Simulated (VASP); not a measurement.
**Li4B4H15 (a cell with a defect): single point with PBEsol**

Crystal: Li4B4H15 (a cell with a defect).

```
CELL_PARAMETERS angstrom
5.64320 0.00000 0.00000
0.00000 -5.64320 0.00000
0.00000 0.00000 -5.64320
ATOMIC_POSITIONS crystal
Li 0.51991 0.98009 0.55308
Li 0.98009 0.51991 0.55308
Li 0.03974 0.03973 0.07290
Li 0.46027 0.46026 0.07290
B 0.47154 0.02846 0.99245
B 0.02846 0.47154 0.99246
B 0.98802 0.98802 0.47597
B 0.51198 0.51198 0.47597
H 0.90074 0.59926 0.07918
H 0.85397 0.07791 0.59275
H 0.42209 0.64603 0.59275
H 0.30659 0.93871 0.88543
H 0.93872 0.30659 0.88544
H 0.89194 0.89195 0.30786
H 0.38378 0.38378 0.42230
H 0.59926 0.90074 0.07918
H 0.25000 0.25000 0.15474
H 0.07791 0.85397 0.59275
H 0.64603 0.42209 0.59275
H 0.56129 0.19341 0.88543
H 0.19341 0.56128 0.88544
H 0.11622 0.11622 0.42230
H 0.60805 0.60806 0.30786
```

| Item | Value |
| --- | --- |
| Program | VASP 6.6.1 |
| Task | single point |
| Functional | PBEsol |
| Potentials or basis | VASP PAW PBE potentials, release 64 (Li_sv, B, H) |
| Cutoff | 520 eV |
| k mesh | 4 × 4 × 4 |
| Occupations | gaussian, width 0.05 eV |
| Spin | no spin polarisation |
| Dipole correction | no |
| Further INCAR settings | LREAL = Auto; ALGO = Fast; EDIFF = 1e-07; NBANDS = 36 |

```
Largest force          : 4.516 eV/Å
Band gap on the k mesh : none (metal or under the smearing width)
```

Forces in eV/Å, atoms in the order of the input:
```
Li  -0.037 -0.037  0.193
Li   0.037  0.037  0.193
Li  -0.058  0.058  0.180
Li   0.058 -0.058  0.180
B   -2.127 -2.127  0.769
B    2.127  2.127  0.768
B   -2.581  2.581  1.062
B    2.581 -2.581  1.062
H   -1.230 -1.230 -1.303
H   -1.959 -1.201 -1.448
H   -1.201 -1.959 -1.448
H    0.075  0.081  0.148
H   -0.081 -0.075  0.148
H   -0.163  0.163 -0.101
H   -3.068  3.068  1.252
H    1.231  1.231 -1.304
H    0.000  0.000  1.099
H    1.201  1.959 -1.448
H    1.959  1.201 -1.448
H    0.081  0.075  0.148
H   -0.075 -0.081  0.148
H    3.068 -3.068  1.252
H    0.163 -0.163 -0.101
```

Levels at points of the mesh, in eV from the Fermi level:
```
           k point  band 16  band 17  band 18  band 19  band 20  band 21  band 22  band 23
(0.00, 0.00, 0.00)    -3.98    -3.50    -3.50    -2.57     0.27     2.38     3.49     3.50
(0.50, 0.00, 0.00)    -4.20    -3.77    -3.72    -2.76    -0.19     2.72     4.11     4.63
(0.00, 0.00, 0.50)    -4.00    -3.89    -3.66    -3.14     0.07     2.90     4.22     4.37
(0.50, 0.50, 0.00)    -3.89    -3.75    -3.41    -3.05    -0.13     2.51     4.63     4.82
(0.00, 0.50, 0.50)    -4.23    -3.91    -3.54    -2.55    -0.06     3.09     4.40     4.68
(0.50, 0.50, 0.50)    -3.72    -3.70    -3.43    -2.43     0.45     2.11     3.64     3.77
```

Run time: 7.3 min on 1 thread of Intel(R) Xeon(R) Platinum 8259CL CPU @ 2.50GHz (Skylake/Cascade Lake) (shared host), peak memory 0.31 GiB.

Caveat: the PAW data sets were made with another functional, which shifts forces and pressure a little.
